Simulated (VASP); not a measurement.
These are RPBE GGA, VASP's PBE PAW potentials (set 64) (plane waves; VASP 6.6.1) values and carry that method's errors.

VASP ran on this input.

INCAR:
```
SYSTEM = CdS
PREC = Accurate
ENCUT = 520
EDIFF = 1E-6
NELM = 100
ALGO = Normal
LREAL = .FALSE.
LASPH = .TRUE.
ISMEAR = 0
SIGMA = 0.05
GGA = RP
LMAXMIX = 4
LWAVE = .FALSE.
LCHARG = .FALSE.
IBRION = 2
ISIF = 3
NSW = 60
EDIFFG = -0.02
```

### KPOINTS
```
Regular mesh
0
G
 6 6 3
0 0 0
```

**POSCAR**
```
CdS
1
    2.1311837029    -3.6913182668     0.0000000000
    2.1311837029     3.6913182668     0.0000000000
    0.0000000000    -0.0000000000     6.9222357135
Cd S
2 2
Direct
  0.6666670000   0.3333330000   0.4999959401
  0.3333330000   0.6666670000   0.9999959401
  0.6666670000   0.3333330000   0.8770040599
  0.3333330000   0.6666670000   0.3770040599
```

POTCAR, in this order: Cd S (PBE.64 set). Program: vasp_std.

### Question
What does the run give for the energy per atom (σ→0), band gap (on the k-mesh)?

### Answer

```
Property                           Value
------------------------  --------------
energy per atom (σ→0)     -2.765 eV/atom
band gap (on the k-mesh)         1.19 eV
```

### OSZICAR
```
...
DAV:   9    -0.110571673141E+02    0.77978E-03   -0.18926E-02   738   0.170E+00    0.158E-01
DAV:  10    -0.110580565273E+02   -0.88921E-03   -0.19690E-03   670   0.438E-01    0.146E-01
DAV:  11    -0.110585044176E+02   -0.44789E-03   -0.60987E-04   724   0.166E-01    0.954E-02
DAV:  12    -0.110585768666E+02   -0.72449E-04   -0.37027E-04   676   0.141E-01    0.975E-03
DAV:  13    -0.110585843170E+02   -0.74504E-05   -0.24470E-05   730   0.409E-02    0.697E-03
DAV:  14    -0.110585863688E+02   -0.20518E-05   -0.41753E-06   606   0.190E-02    0.436E-03
DAV:  15    -0.110585867620E+02   -0.39326E-06   -0.32668E-06   528   0.153E-02
   1 F= -.11058587E+02 E0= -.11058587E+02  d E =-.110586E+02
```

The compound is CdS in the wurtzite structure. It was relaxed first, which changed the volume by +9 %. The start is the result of an earlier pass.
